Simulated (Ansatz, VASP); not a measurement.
# Cross-check of ZnO (zincite) between VASP and Ansatz, part 2 of 3

One calculation is typed for both programs; each brings its own data sets. How far apart do they land? The cell is taken from a series of runs on this material, whose earlier steps may have relaxed, scaled, displaced or heated it; both programs get it as it stands.

VASP 6.6.1 and Ansatz 0.2.0.

So far: Starting point; VASP: zone-centre phonons, LDA.

**2. VASP: zone-centre phonons, LDA (continued)**

Level of this step: LDA; plane waves and PAW (O, Zn) (VASP).

OUTCAR, selected parts (step 2):

```text
ion  position               nearest neighbor table
   1  0.667  0.333  0.379-   3 1.92   3 1.92   3 1.92   4 1.92
   2  0.333  0.667  0.879-   4 1.92   4 1.92   4 1.92   3 1.92
   3  0.333  0.667  0.500-   1 1.92   1 1.92   1 1.92   2 1.92
   4  0.667  0.333  0.000-   2 1.92   2 1.92   2 1.92   1 1.92

  LATTYP: Found a hexagonal cell.
 ALAT       =     3.1436938830
 C/A-ratio  =     1.6175151312

 Subroutine GETGRP returns: Found 12 space group operations
 (whereof  6 operations were pure point group operations)

The static configuration has the point symmetry C_3v.
 The point group associated with its full space group is C_6v.

 Found    162 irreducible k-points:

   k-points           NKPTS =    162   k-points in BZ     NKDIM =    162   number of bands    NBANDS=     24

   dimension x,y,z NGX =    28 NGY =   28 NGZ =   42
   dimension x,y,z NGXF=    56 NGYF=   56 NGZF=   84

   ENCUT  =  600.0 eV  44.10 Ry    6.64 a.u.   6.28  6.28 10.16*2*pi/ulx,y,z

   NELECT =      36.0000    total number of electrons

 k-points in reciprocal lattice and weights: Automatic mesh
   0.00000000  0.00000000  0.00000000       0.000
   0.06666667  0.00000000  0.00000000       0.003
   0.13333333 -0.00000000  0.00000000       0.003
   0.20000000 -0.00000000  0.00000000       0.003
   0.26666667 -0.00000000  0.00000000       0.003
   0.33333333 -0.00000000  0.00000000       0.003
   0.40000000  0.00000000  0.00000000       0.003
   0.46666667  0.00000000  0.00000000       0.003
   0.06666667  0.06666667  0.00000000       0.003
[...]
-1.571846942  2.722518764  0.000000000     0.000000000  0.367306927  0.000000000
     0.000000000  0.000000000  5.084972424     0.000000000  0.000000000  0.196657900

 POSITION                                       TOTAL-FORCE (eV/Angst)
 -----------------------------------------------------------------------------------
      1.57185      0.90751      1.92515         0.000000      0.000000     -0.001424
     -0.00000      1.81501      4.46764        -0.000000     -0.000000     -0.001424
     -0.00000      1.81501      2.54459         0.000000     -0.000000      0.001424
      1.57185      0.90751      0.00210        -0.000000      0.000000      0.001424
 -----------------------------------------------------------------------------------
    total drift:                                0.000000      0.000000      0.000031

 MACROSCOPIC STATIC DIELECTRIC TENSOR (including local field effects in DFT)
 ------------------------------------------------------
           4.898019     0.000000     0.000000
           0.000000     4.898019     0.000000
           0.000000     0.000000     4.921729
 ------------------------------------------------------

 PIEZOELECTRIC TENSOR (including local field effects)  for field in x, y, z        (C/m^2)
          XX          YY          ZZ          XY          YZ          ZX
  --------------------------------------------------------------------------------
  x     0.00000     0.00000     0.00000     0.00000     0.00000     0.40339
  y     0.00000    -0.00000     0.00000     0.00000     0.40339     0.00000
  z     0.37065     0.37065    -0.75834     0.00000     0.00000     0.00000

 BORN EFFECTIVE CHARGES (including local field effects) (in |e|, cummulative output)
 ---------------------------------------------------------------------------------
 ion    1
    1    -2.04780     0.00000     0.00000
    2     0.00000    -2.04780     0.00000
    3    -0.00000     0.00000    -2.10494
 ion    2
    1    -2.04780     0.00000     0.00000
    2     0.00000    -2.04780    -0.00000
    3     0.00000    -0.00000    -2.10494
 ion    3
    1     2.04780    -0.00000     0.00000
    2     0.00000     2.04780     0.00000
    3     0.00000     0.00000     2.10494
 ion    4
    1     2.04780     0.00000     0.00000
    2     0.00000     2.04780     0.00000
    3     0.00000    -0.00000     2.10494

 Eigenvectors and eigenvalues of the dynamical matrix
 ----------------------------------------------------

   1 f  =   17.807236 THz   111.886162 2PiTHz  593.985447 cm-1    73.644776 meV
             X         Y         Z           dx          dy          dz
      1.571847  0.907506  1.925153     0.000000    0.000000    0.696526
     -0.000000  1.815013  4.467639    -0.000000    0.000000   -0.696526
     -0.000000  1.815013  2.544589    -0.000000   -0.000000    0.121867
      1.571847  0.907506  0.002102     0.000000    0.000000   -0.121867

   2 f  =   14.655249 THz    92.081648 2PiTHz  488.846502 cm-1    60.609214 meV
             X         Y         Z           dx          dy          dz
      1.571847  0.907506  1.925153     0.000042    0.647911   -0.000000
     -0.000000  1.815013  4.467639    -0.000042   -0.647911   -0.000000
     -0.000000  1.815013  2.544589    -0.000018   -0.283216   -0.000000
      1.571847  0.907506  0.002102     0.000018    0.283216   -0.000000

   3 f  =   14.655249 THz    92.081648 2PiTHz  488.846502 cm-1    60.609214 meV
             X         Y         Z           dx          dy          dz
      1.571847  0.907506  1.925153    -0.647911    0.000042    0.000000
     -0.000000  1.815013  4.467639     0.647911   -0.000042    0.000000
     -0.000000  1.815013  2.544589     0.283216   -0.000018    0.000000
      1.571847  0.907506  0.002102    -0.283216    0.000018    0.000000

   4 f  =   13.581238 THz    85.333436 2PiTHz  453.021339 cm-1    56.167462 meV
             X         Y         Z           dx          dy          dz
      1.571847  0.907506  1.925153    -0.000286   -0.633883    0.000000
     -0.000000  1.815013  4.467639    -0.000286   -0.633883    0.000000
     -0.000000  1.815013  2.544589     0.000142    0.313356   -0.000000
      1.571847  0.907506  0.002102     0.000142    0.313356   -0.000000

   5 f  =   13.581238 THz    85.333436 2PiTHz  453.021339 cm-1    56.167462 meV
             X         Y         Z           dx          dy          dz
      1.571847  0.907506  1.925153    -0.633883    0.000286   -0.000000
     -0.000000  1.815013  4.467639    -0.633883    0.000286   -0.000000
     -0.000000  1.815013  2.544589     0.313356   -0.000142    0.000000
      1.571847  0.907506  0.002102     0.313356   -0.000142    0.000000

   6 f  =   13.054767 THz    82.025519 2PiTHz  435.460147 cm-1    53.990153 meV
             X         Y         Z           dx          dy          dz
      1.571847  0.907506  1.925153    -0.000000    0.000000    0.634178
     -0.000000  1.815013  4.467639    -0.000000    0.000000    0.634178
     -0.000000  1.815013  2.544589     0.000000   -0.000000   -0.312758
      1.571847  0.907506  0.002102     0.000000   -0.000000   -0.312758

   7 f  =    8.163814 THz    51.294757 2PiTHz  272.315530 cm-1    33.762807 meV
             X         Y         Z           dx          dy          dz
      1.571847  0.907506  1.925153     0.000000   -0.000000   -0.121867
     -0.000000  1.815013  4.467639     0.000000   -0.000000    0.121867
     -0.000000  1.815013  2.544589    -0.000000    0.000000    0.696526
      1.571847  0.907506  0.002102     0.000000   -0.000000   -0.696526

   8 f  =    2.392688 THz    15.033701 2PiTHz   79.811474 cm-1     9.895357 meV
             X         Y         Z           dx          dy          dz
      1.571847  0.907506  1.925153     0.003009   -0.283200   -0.000000
     -0.000000  1.815013  4.467639    -0.003009    0.283200   -0.000000
     -0.000000  1.815013  2.544589     0.006883   -0.647874   -0.000000
      1.571847  0.907506  0.002102    -0.006883    0.647874   -0.000000

   9 f  =    2.392688 THz    15.033701 2PiTHz   79.811474 cm-1     9.895357 meV
             X         Y         Z           dx          dy          dz
      1.571847  0.907506  1.925153    -0.283200   -0.003009    0.000000
     -0.000000  1.815013  4.467639     0.283200    0.003009    0.000000
     -0.000000  1.815013  2.544589    -0.647874   -0.006883    0.000000
      1.571847  0.907506  0.002102     0.647874    0.006883    0.000000

  10 f/i=    0.003425 THz     0.021520 2PiTHz    0.114247 cm-1     0.014165 meV
             X         Y         Z           dx          dy          dz
      1.571847  0.907506  1.925153     0.164330   -0.266810    0.000000
     -0.000000  1.815013  4.467639     0.164330   -0.266810    0.000000
     -0.000000  1.815013  2.544589     0.332422   -0.539726    0.000000
      1.571847  0.907506  0.002102     0.332422   -0.539726    0.000000

  11 f/i=    0.003425 THz     0.021520 2PiTHz    0.114247 cm-1     0.014165 meV
             X         Y         Z           dx          dy          dz
      1.571847  0.907506  1.925153    -0.266810   -0.164330   -0.000000
     -0.000000  1.815013  4.467639    -0.266810   -0.164330   -0.000000
     -0.000000  1.815013  2.544589    -0.539726   -0.332422   -0.000000
      1.571847  0.907506  0.002102    -0.539726   -0.332422   -0.000000

  12 f/i=    0.015599 THz     0.098012 2PiTHz    0.520331 cm-1     0.064513 meV
             X         Y         Z           dx          dy          dz
      1.571847  0.907506  1.925153    -0.000000    0.000000    0.312758
     -0.000000  1.815013  4.467639    -0.000000    0.000000    0.312758
     -0.000000  1.815013  2.544589    -0.000000    0.000000    0.634178
      1.571847  0.907506  0.002102    -0.000000    0.000000    0.634178

 MACROSCOPIC STATIC DIELECTRIC TENSOR IONIC CONTRIBUTION
 ------------------------------------------------------
           3.595850     0.000000    -0.000000
           0.000000     3.595850    -0.000000
          -0.000000    -0.000000     4.117839
 ------------------------------------------------------

 ELASTIC MODULI CONTR FROM IONIC RELAXATION (kBar)
 Direction    XX          YY          ZZ          XY          YZ          ZX
 --------------------------------------------------------------------------------
 XX       -1152.8701    419.4373    716.4665     -0.0000     -0.0000      0.0000
 YY         419.4373  -1152.8701    716.4665     -0.0000     -0.0000     -0.0000
 ZZ         716.4665    716.4665  -1399.7853      0.0000     -0.0000     -0.0000
 XY           0.0000     -0.0000      0.0000   -786.1537     -0.0000     -0.0000
 YZ           0.0000      0.0000     -0.0000     -0.0000   -324.3464     -0.0000
 ZX           0.0000     -0.0000     -0.0000      0.0000     -0.0000   -322.1093
 --------------------------------------------------------------------------------

 PIEZOELECTRIC TENSOR IONIC CONTR  for field in x, y, z        (C/m^2)
          XX          YY          ZZ          XY          YZ          ZX
  --------------------------------------------------------------------------------
  x     0.00000    -0.00000    -0.00000     0.00000    -0.00000    -1.01269
  y    -0.00000    -0.00000    -0.00000    -0.00000    -1.01620    -0.00000
  z    -1.15630    -1.15630     2.25911    -0.00000     0.00000     0.00000
```

With a direct gap this small, the dielectric response converges slowly with the mesh, so tensor and charges are uncertain; a mesh that holds the point of the least gap tends to give too large a tensor.

(Continued in part 3 of 3.)

[Lines on the potential files, build, host, timing and source positions are cut from VASP's logs without a mark.]

[Logs are printed without paths, hosts, clocks, repeated set-up lines and the standing remarks that a program may print on its own settings, such as how far it seeks lower states.]

[Hosts, paths, dates, database ids (printed as entryN), source tags and the programs' standing remarks are cut or masked in the printed files.]
